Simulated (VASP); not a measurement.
# GaH₂OF: harmonic vibrations of a molecule

GaH₂OF, molecule in box, 5 atoms in the cell. PBE, harmonic vibrations; PAW potentials O, Ga_d, F, H (PBE set).

## Input

INCAR.step1:
```
SYSTEM = GaH2OF
PREC = Accurate ; ENCUT = 400
EDIFF = 1E-8 ; ISMEAR = 0
SIGMA = 0.01 ; ISYM = 0
LREAL = .FALSE. ; LASPH = .TRUE.
NELM = 100 ; ALGO = Normal
LWAVE = .FALSE. ; LCHARG = .FALSE.
IBRION = 2 ; NSW = 60
ISIF = 2 ; EDIFFG = -0.002
POTIM = 0.5
```

INCAR.step2, as INCAR.step1 but for:
```
- IBRION = 2
- NSW = 60
- ISIF = 2
- EDIFFG = -0.002
- POTIM = 0.5
+ IBRION = 5
+ NFREE = 2
+ POTIM = 0.015
+ NSW = 1
```

KPOINTS:
```
k-points
0
Gamma
  1 1 1
```

POSCAR.step1:
```
GaH2OF
1.0
   12.0000000000      0.0000000000      0.0000000000
    0.0000000000     13.0000000000      0.0000000000
    0.0000000000      0.0000000000     11.0000000000
O Ga F H
1 1 1 2
Direct
    0.3919500000      0.4425961500      0.4754863600
    0.5181250000      0.5094576900      0.5027045500
    0.5226750000      0.6246346200      0.4211772700
    0.3852666700      0.3785961500      0.5183045500
    0.6169000000      0.4784500000      0.5850045500
```

Commands (each step's output is kept before the next begins):
```
cat potpaw_PBE.64/O/POTCAR potpaw_PBE.64/Ga_d/POTCAR potpaw_PBE.64/F/POTCAR potpaw_PBE.64/H/POTCAR > POTCAR
cp INCAR.step1 INCAR
cp POSCAR.step1 POSCAR
mpirun -np 4 vasp_gam > vasp.out
cp CONTCAR POSCAR
cp INCAR.step2 INCAR
mpirun -np 4 vasp_gam > vasp.out
```

## Result

- Vibrations (cm⁻¹; a negative value is imaginary): 3752, 2010, 841, 673, 644, 543, 454, 357, 197
- Zero-point energy (eV): 0.587
- Translations and rotations, which should read zero (cm⁻¹): -19, -13, -4, 8, 11, 30
- Vibrational entropy at 298 K (meV/K): 0.240
- Displaced cells: 30
- Ionic steps, all stages: 70
- Electronic steps, all stages: 1058

VASP 6.6.1 took 2769 s on 4 cores (AMD EPYC 7R43 (Zen 3)), a shared host.
